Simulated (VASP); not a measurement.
An input for Quantum ESPRESSO's pw.x (written as the equivalent of a VASP run, and not itself run):

```
&CONTROL
  calculation = 'scf'
  pseudo_dir = './pseudo'
  outdir = './out'
  tprnfor = .true.
  tstress = .true.
/
&SYSTEM
  ibrav = 0
  nat = 2
  ntyp = 1
  ecutwfc = 84
  occupations = 'smearing'
  smearing = 'methfessel-paxton'
  degauss = 0.00735
  input_dft = 'pbe'
/
&ELECTRONS
  conv_thr = 7.3e-09
  electron_maxstep = 100
/
ATOMIC_SPECIES
  Zn 65.380 Zn.upf
CELL_PARAMETERS angstrom
     1.3156189   -2.2787192    0.0000000
     1.3156189    2.2787192    0.0000000
     0.0000000    0.0000000    4.7805395
ATOMIC_POSITIONS crystal
  Zn   0.3333330  0.6666670  0.2500000
  Zn   0.6666670  0.3333330  0.7500000
K_POINTS automatic
  14 14 8 0 0 0
```

Q: Translate this input to VASP (INCAR, KPOINTS, POSCAR, choice of POTCAR).

A: Several could match; the one computed here: 
### POSCAR
```
Zn
1
    1.3156188992    -2.2787192017     0.0000000000
    1.3156188992     2.2787192017     0.0000000000
    0.0000000000     0.0000000000     4.7805395192
Zn
2
Direct
  0.3333330000   0.6666670000   0.2500000000
  0.6666670000   0.3333330000   0.7500000000
```

### KPOINTS
```
Automatic mesh
0
Gamma
14 14 8
0 0 0
```

INCAR:
```
SYSTEM = Zn
PREC = Accurate
ENCUT = 480
EDIFF = 1E-7
NELM = 100
ALGO = Normal
LREAL = .FALSE.
LASPH = .TRUE.
ISMEAR = 1
SIGMA = 0.1
GGA = PE
LMAXMIX = 4
LWAVE = .FALSE.
LCHARG = .FALSE.
ISIF = 2
```

POTCAR, in this order: Zn (PBE.64 set). Program: vasp_std.

The two are equivalent in intent, not identical: the potentials are each code's own (VASP's PAW set, PseudoDojo norm-conserving files in pw.x), so ENCUT and ecutwfc are chosen apart and not converted; conv_thr bounds pw.x's estimated SCF error, while EDIFF bounds the energy change between steps.

The compound is Zn in the hcp structure. This cell was strained or had an atom moved on purpose.
